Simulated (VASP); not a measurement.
All values below come from PBE GGA + U (Dudarev), VASP's PBE PAW potentials (set 64) (plane waves; VASP).

VASP input:

**KPOINTS**
```
Automatic mesh
0
Gamma
9 9 9
0 0 0
```

**INCAR**
```
SYSTEM = NiSi2
PREC = Accurate
ENCUT = 400
EDIFF = 1E-6
NELM = 100
ALGO = Normal
LREAL = .FALSE.
LASPH = .TRUE.
ISMEAR = 1
SIGMA = 0.1
GGA = PE
LMAXMIX = 4
LWAVE = .FALSE.
LCHARG = .FALSE.
ISIF = 2
LDAU = .TRUE.
LDAUTYPE = 2
LDAUL = -1 2
LDAUU = 0 8.0
LDAUJ = 0 0
LDAUPRINT = 1
LORBIT = 10
```

### POSCAR
```
NiSi2
1.0
  0.0000000000   2.7591000000   2.7591000000
  2.7591000000   0.0000000000   2.7591000000
  2.7591000000   2.7591000000   0.0000000000
Si Ni
2 1
Cart
  1.3795500000   1.3795500000   1.3795500000
  4.1386500000   4.1386500000   4.1386500000
  0.0000000000   0.0000000000   0.0000000000
```

POTCAR, in this order: Si Ni (PBE.64 set). Program: vasp_std.

Output of the run:

**OSZICAR**
```
       N       E                     dE             d eps       ncg     rms          rms(c)
DAV:   1     0.650865622431E+02    0.65087E+02   -0.68360E+03   918   0.114E+03
DAV:   2    -0.988471800350E+01   -0.74971E+02   -0.71380E+02   960   0.220E+02
DAV:   3    -0.131382958911E+02   -0.32536E+01   -0.32163E+01  1120   0.594E+01
DAV:   4    -0.131812389343E+02   -0.42943E-01   -0.42866E-01  1090   0.622E+00
DAV:   5    -0.131821511649E+02   -0.91223E-03   -0.91210E-03  1126   0.944E-01    0.101E+01
DAV:   6    -0.132920375226E+02   -0.10989E+00   -0.47316E+00   980   0.567E+01    0.668E+00
DAV:   7    -0.128040149187E+02    0.48802E+00   -0.21295E+00  1095   0.430E+01    0.401E+00
DAV:   8    -0.127623419064E+02    0.41673E-01   -0.30355E-01  1100   0.588E+00    0.584E-01
DAV:   9    -0.127611584605E+02    0.11834E-02   -0.11424E-02  1279   0.190E+00    0.412E-01
DAV:  10    -0.127620322647E+02   -0.87380E-03   -0.33732E-03  1322   0.909E-01    0.147E-01
DAV:  11    -0.127620294515E+02    0.28132E-05   -0.54738E-04  1109   0.241E-01    0.610E-02
DAV:  12    -0.127620248214E+02    0.46300E-05   -0.42671E-05  1113   0.110E-01    0.121E-02
DAV:  13    -0.127620250147E+02   -0.19330E-06   -0.41014E-06  1037   0.228E-02
   1 F= -.12762025E+02 E0= -.12761675E+02  d E =-.104987E-02
```

OUTCAR:
```
------------------------ aborting loop because EDIFF is reached ----------------------------------------
  FORCE on cell =-STRESS in cart. coord.  units (eV):
  Direction    XX          YY          ZZ          XY          YZ          ZX
  --------------------------------------------------------------------------------------
  Total       -3.3000176     -3.3000176     -3.3000176      0.0000000      0.0000000      0.0000000
  in kB     -125.8619679   -125.8619679   -125.8619679      0.0000000      0.0000000      0.0000000
  external PRESSURE =    -125.8619679 kB  Pullay stress =       0.0000000 kB
  volume of cell :       42.01
      direct lattice vectors                 reciprocal lattice vectors
     0.000000000  2.759100000  2.759100000    -0.181218513  0.181218513  0.181218513
     2.759100000  0.000000000  2.759100000     0.181218513 -0.181218513  0.181218513
     2.759100000  2.759100000  0.000000000     0.181218513  0.181218513 -0.181218513
 POSITION                                       TOTAL-FORCE (eV/Angst)
 -----------------------------------------------------------------------------------
      1.37955      1.37955      1.37955        -0.000000     -0.000000     -0.000000
      4.13865      4.13865      4.13865         0.000000      0.000000      0.000000
      0.00000      0.00000      0.00000         0.000000      0.000000      0.000000
 -----------------------------------------------------------------------------------
    total drift:                               -0.000000     -0.000000      0.000000
  FREE ENERGIE OF THE ION-ELECTRON SYSTEM (eV)
  ---------------------------------------------------
  free  energy   TOTEN  =       -12.7620250147 eV

  energy  without entropy=      -12.7609751422  energy(sigma->0) =      -12.76167506

 total charge

# of ion       s       p       d       tot
------------------------------------------
    1        0.756   0.784   0.000   1.539
    2        0.756   0.784   0.000   1.539
    3        0.485   0.641   8.878  10.005
--------------------------------------------------
tot          1.997   2.208   8.878  13.083
```
(Selected blocks of OUTCAR.)

### OUTCAR
```
 val. band max:        8.9733794729   @ k =  -0.4444   0.4444   0.1111

 cond. band min:       9.0021669252   @ k =  -0.4444   0.3333   0.0000


 Fermi energy:         8.9940994923

 k-point     1 :       0.0000    0.0000    0.0000
  band No.  band energies     occupation
      1      -3.7595      2.00000
      2       3.7734      2.00000
      3       3.7734      2.00000
      4       3.7734      2.00000
      5       4.8222      2.00000
      6       4.8222      2.00000
      7       8.5880      2.00000
      8      10.6324     -0.00000
      9      10.6324     -0.00000
     10      10.6324     -0.00000
     11      12.1208      0.00000
     12      12.1208      0.00000
     13      12.1208      0.00000

 k-point     2 :       0.1111    0.0000    0.0000
  band No.  band energies     occupation
      1      -3.5857      2.00000
      2       3.4841      2.00000
      3       3.8288      2.00000
      4       3.8288      2.00000
      5       4.8038      2.00000
      6       4.8038      2.00000
      7       8.2500      2.00000
      8       9.9070     -0.00000
      9      10.2025     -0.00000
     10      10.2025     -0.00000
     11      12.3844      0.00000
     12      12.3844      0.00000
     13      13.1795      0.00000

 k-point     3 :       0.2222    0.0000    0.0000
  band No.  band energies     occupation
      1      -3.0712      2.00000
      2       2.7080      2.00000
      3       3.9533      2.00000
      4       3.9533      2.00000
      5       4.7954      2.00000
      6       4.7954      2.00000
      7       6.9540      2.00000
      8       9.4958     -0.00000
      9       9.4958     -0.00000
     10      10.0863     -0.00000
     11      11.7446      0.00000
     12      11.7446      0.00000
     13      12.8389      0.00000

 k-point     4 :       0.3333    0.0000    0.0000
  band No.  band energies     occupation
      1      -2.2407      2.00000
      2       1.5724      2.00000
      3       4.0389      2.00000
...
```

The compound is NiSi2 in the fluorite structure. The cell was not relaxed at this level. The run is one of a series of settings (LDAU = .TRUE., LDAUJ = 0 0, LDAUL = -1 2, LDAUTYPE = 2, LDAUU = 0 8.0 against the base run), some of them coarse on purpose. The run is not spin-polarised, so no magnetic state was tried.
